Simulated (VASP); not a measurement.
Consider the following.

```xyz
2
Lattice="0.0000 3.3063 3.3063 3.3063 0.0000 3.3063 3.3063 3.3063 0.0000" Properties=species:S:1:pos:R:3 pbc="T T T"
K      3.3063     3.3063     0.0000
Br     3.3063     3.3063     3.3063
```

All values below come from vdW-DF-cx, VASP's PBE PAW potentials (set 64) (plane waves; VASP). Settings: 520 eV cut-off, 7×7×7 Γ-centred mesh, Gaussian smearing of 0.050 eV, potentials K_sv Br.

Question: Give the energy at these volumes per atom, relative to the lowest: 33.86, 34.94, 36.02, 37.10, 38.18 Å³.

Answer: 7.2, 1.9, 0.0, 1.0, 4.5 meV/atom. A third-order Birch-Murnaghan fit gives B0 = 14.1 GPa and B0′ = 4.9.

The compound is KBr in the rock salt structure. It was relaxed first.
